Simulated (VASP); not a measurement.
Method: vdW-DF2, VASP's PBE PAW potentials (set 64) (plane waves; VASP 6.6.1).

The input files of a VASP run:

File KPOINTS:
```
Automatic mesh
0
gamma
 11 11 4
0 0 0
```

INCAR:
```
SYSTEM = C
PREC = Accurate
ENCUT = 520
EDIFF = 1E-7
NELM = 100
ALGO = Normal
LREAL = .FALSE.
LASPH = .TRUE.
ISMEAR = -5
GGA = ML
ZAB_VDW = -1.8867
LUSE_VDW = .TRUE.
AGGAC = 0.0
LWAVE = .FALSE.
LCHARG = .TRUE.
LORBIT = 11
NEDOS = 601
ISIF = 2
LEFG = .TRUE.
```

### POSCAR
```
C
1
    1.2384286029    -2.1450207584     0.0000000000
    1.2384286029     2.1450207584     0.0000000000
    0.0000000000     0.0000000000     7.0306054228
C
4
Direct
  0.0000000000   0.0000000000   0.2500000000
  0.0000000000   0.0000000000   0.7500000000
  0.3333330000   0.6666670000   0.2500000000
  0.6666670000   0.3333330000   0.7500000000
```

POTCAR, in this order: C (PBE.64 set). Program: vasp_std.

Q: Estimate the energy per atom (σ→0).

A: 
```yaml
energy per atom (σ→0): -7.619 eV/atom
```

### OSZICAR
```
...
DAV:   9    -0.304767865095E+02    0.30439E-02   -0.94666E-03  1428   0.693E-01    0.310E-02
DAV:  10    -0.304768230310E+02   -0.36521E-04   -0.30901E-04  1428   0.155E-01    0.205E-02
DAV:  11    -0.304768252998E+02   -0.22688E-05   -0.72583E-06  1440   0.246E-02    0.242E-03
DAV:  12    -0.304768257169E+02   -0.41711E-06   -0.18657E-07  1296   0.443E-03    0.179E-03
DAV:  13    -0.304768260192E+02   -0.30226E-06   -0.23341E-08  1020   0.173E-03    0.849E-04
DAV:  14    -0.304768261687E+02   -0.14950E-06   -0.50431E-09  1004   0.856E-04    0.156E-04
DAV:  15    -0.304768261944E+02   -0.25699E-07   -0.10087E-09   960   0.365E-04
   1 F= -.30476826E+02 E0= -.30476826E+02  d E =0.000000E+00
```

The compound is C in the graphite structure. It was relaxed first, which changed the volume by +6 %.
